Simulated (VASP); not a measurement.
Method: PBEsol GGA, VASP's PBE PAW potentials (set 64) (plane waves; VASP).

VASP ran on this input.

POSCAR:
```
RuS
4.8337760
  0.0000000000   0.4999999491   0.4999999491
  0.4999999491   0.0000000000   0.4999999491
  0.4999999491   0.4999999491   0.0000000000
Ru S
1 1
Cartesian
  0.0000000000   0.0000000000   0.0000000000
  0.4999999491   0.4999999491   0.4999999491
```

### INCAR
```
LASPH  =  .TRUE.
NELM  =  100   ! most electronic steps
PREC  =  Accurate
ALGO  =  Normal   ! blocked Davidson
LREAL  =  .FALSE.   ! projection in real space or not
GGA  =  PS
ICHARG  =  11
ISMEAR  =  0
LORBIT  =  11   ! lm-projected
LCHARG  =  .FALSE.
LWAVE  =  .FALSE.
SYSTEM  =  RuS
LMAXMIX  =  4   ! l cut-off of mixed one-centre charges
SIGMA  =  0.05
ENCUT  =  400   ! plane-wave cut-off (eV)
EDIFF  =  1E-7   ! SCF stop (eV)
```

### KPOINTS
```
k-points along high-symmetry lines
15
Line-mode
Reciprocal
  0.000000   0.000000   0.000000 ! GAMMA
  0.500000   0.000000   0.500000 ! X

  0.500000   0.000000   0.500000 ! X
  0.625000   0.250000   0.625000 ! U

  0.375000   0.375000   0.750000 ! K
  0.000000   0.000000   0.000000 ! GAMMA

  0.000000   0.000000   0.000000 ! GAMMA
  0.500000   0.500000   0.500000 ! L

  0.500000   0.500000   0.500000 ! L
  0.500000   0.250000   0.750000 ! W

  0.500000   0.250000   0.750000 ! W
  0.500000   0.000000   0.500000 ! X
```

POTCAR, in this order: Ru_pv S (PBE.64 set). Program: vasp_std. Read from the step before: CHGCAR.

What will the output report for the number of irreducible k-points (NKPTS), number of bands (NBANDS), largest plane-wave count, number of space-group operations, FFT grid (NGX, NGY, NGZ)?

```
Item                                           Value
--------------------------------------  ------------
number of irreducible k-points (NKPTS)            90
number of bands (NBANDS)                          14
largest plane-wave count                         532
number of space-group operations                  48
FFT grid (NGX, NGY, NGZ)                24 × 24 × 24
```

The structure was generated: RuS was put into the rock salt type (Fm-3m), which need not be its known phase. It was relaxed first, which changed the volume by -29 %.
